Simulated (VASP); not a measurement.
Computed with PBE GGA, VASP's PBE PAW potentials (set 64) (plane waves; VASP).

VASP ran on this input.

**KPOINTS**
```
Automatic mesh
0
Gamma
10 10 10
0 0 0
```

INCAR:
```
! general
SYSTEM = AlN
PREC   = Accurate
ENCUT  = 620
LREAL  = .FALSE.
LASPH  = .TRUE.

! electronic loop
EDIFF  = 1E-6
NELM   = 100
ALGO   = Normal

! smearing
ISMEAR = 0
SIGMA  = 0.05

! functional
GGA    = PE

! ions
IBRION = 2
NSW    = 40
ISIF   = 3
EDIFFG = -0.02

! output
LWAVE  = .FALSE.
LCHARG = .FALSE.
```

### POSCAR
```
AlN
1
   -0.0000000000     2.2005493169     2.2005493169
    2.2005493169    -0.0000000000     2.2005493169
    2.2005493169     2.2005493169     0.0000000000
Al N
1 1
Direct
  0.0000000000   0.0000000000   0.0000000000
  0.2500000000   0.2500000000   0.2500000000
```

POTCAR, in this order: Al N (PBE.64 set). Program: vasp_std.

What VASP printed:

**OSZICAR**
```
       N       E                     dE             d eps       ncg     rms          rms(c)
DAV:   1     0.161936181033E+02    0.16194E+02   -0.44660E+03   752   0.973E+02
DAV:   2    -0.163189056153E+02   -0.32513E+02   -0.31142E+02   984   0.168E+02
DAV:   3    -0.171857098835E+02   -0.86680E+00   -0.86680E+00   856   0.345E+01
DAV:   4    -0.171885981726E+02   -0.28883E-02   -0.28883E-02  1136   0.190E+00
DAV:   5    -0.171886033813E+02   -0.52088E-05   -0.52088E-05   904   0.604E-02    0.851E+00
DAV:   6    -0.148637122754E+02    0.23249E+01   -0.13632E+01   880   0.251E+01    0.289E+00
DAV:   7    -0.148557081706E+02    0.80041E-02   -0.10132E-01   776   0.334E+00    0.195E+00
DAV:   8    -0.148498938743E+02    0.58143E-02   -0.19317E-02   856   0.206E+00    0.403E-01
DAV:   9    -0.148495692519E+02    0.32462E-03   -0.84748E-04  1056   0.248E-01    0.204E-01
DAV:  10    -0.148496803672E+02   -0.11112E-03   -0.32904E-04   824   0.155E-01    0.449E-02
DAV:  11    -0.148496754759E+02    0.48913E-05   -0.14952E-05   912   0.298E-02    0.160E-02
DAV:  12    -0.148496756482E+02   -0.17231E-06   -0.17523E-06   784   0.132E-02
   1 F= -.14849676E+02 E0= -.14849676E+02  d E =-.148497E+02
```

**OUTCAR**
```
------------------------ aborting loop because EDIFF is reached ----------------------------------------
  FORCE on cell =-STRESS in cart. coord.  units (eV):
  Direction    XX          YY          ZZ          XY          YZ          ZX
  --------------------------------------------------------------------------------------
  Total       -0.0197619     -0.0197619     -0.0197619      0.0000000     -0.0000000     -0.0000000
  in kB       -1.4856474     -1.4856474     -1.4856474      0.0000000     -0.0000000     -0.0000000
  external PRESSURE =      -1.4856474 kB  Pullay stress =       0.0000000 kB
  volume of cell :       21.31
      direct lattice vectors                 reciprocal lattice vectors
     0.000000000  2.200549317  2.200549317    -0.227215994  0.227215994  0.227215994
     2.200549317  0.000000000  2.200549317     0.227215994 -0.227215994  0.227215994
     2.200549317  2.200549317  0.000000000     0.227215994  0.227215994 -0.227215994
  FREE ENERGIE OF THE ION-ELECTRON SYSTEM (eV)
  ---------------------------------------------------
  free  energy   TOTEN  =       -14.8496756482 eV

  energy  without entropy=      -14.8496756482  energy(sigma->0) =      -14.84967565

 reached required accuracy - stopping structural energy minimisation
```
(Selected blocks of OUTCAR.)

**OUTCAR**
```
 val. band max:        5.7580585334   @ k =   0.0000   0.0000   0.0000

 cond. band min:       9.0640426930   @ k =   0.5000   0.5000   0.0000


 Fermi energy:         5.9616664630

 k-point     1 :       0.0000    0.0000    0.0000
  band No.  band energies     occupation
      1      -9.0933      2.00000
      2       5.7581      2.00000
      3       5.7581      2.00000
      4       5.7581      2.00000
      5       9.7551      0.00000
      6      18.0955      0.00000
      7      18.0955      0.00000
      8      18.0955      0.00000

 k-point     2 :       0.1000    0.0000    0.0000
  band No.  band energies     occupation
      1      -8.9508      2.00000
      2       4.9468      2.00000
      3       5.7066      2.00000
      4       5.7066      2.00000
      5      10.4220      0.00000
      6      17.7082      0.00000
      7      18.2266      0.00000
      8      18.2266      0.00000

 k-point     3 :       0.2000    0.0000    0.0000
  band No.  band energies     occupation
      1      -8.5459      2.00000
      2       3.3612      2.00000
      3       5.5785      2.00000
      4       5.5785      2.00000
      5      11.5471      0.00000
      6      16.9156      0.00000
      7      18.1752      0.00000
      8      18.1752      0.00000

 k-point     4 :       0.3000    0.0000    0.0000
  band No.  band energies     occupation
      1      -7.9593      2.00000
      2       1.7464      2.00000
      3       5.4317      2.00000
      4       5.4317      2.00000
      5      12.3880      0.00000
      6      16.1758      0.00000
      7      17.5528      0.00000
      8      17.5528      0.00000

 k-point     5 :       0.4000    0.0000    0.0000
  band No.  band energies     occupation
      1      -7.3754      2.00000
      2       0.4928      2.00000
      3       5.3210      2.00000
      4       5.3210      2.00000
      5      12.8120      0.00000
      6      15.6605      0.00000
      7      16.9753      0.00000
...
```

The compound is AlN in the zinc blende structure, a metastable form; wurtzite is the usual one. It was relaxed first.
